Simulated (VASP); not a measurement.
Given:

```xyz
2
Lattice="0.0000 3.3526 3.3526 3.3526 0.0000 3.3526 3.3526 3.3526 0.0000" Properties=species:S:1:pos:R:3 pbc="T T T"
K      0.0000     0.0000     0.0000
Br     3.3526     3.3526     3.3526
```

These are PW91 GGA, VASP's PBE PAW potentials (set 64) (plane waves; VASP) values and carry that method's errors. Run with 520 eV cut-off, Gaussian smearing of 0.050 eV, potentials K_sv Br.

Question: What does the run give for the band gap (along the path) with the smallest direct gap where there is one?

Answer: 
- band gap (along the path): 4.34 eV
- smallest direct gap (along the path): 4.34 eV

The compound is KBr in the rock salt structure. It was relaxed first.
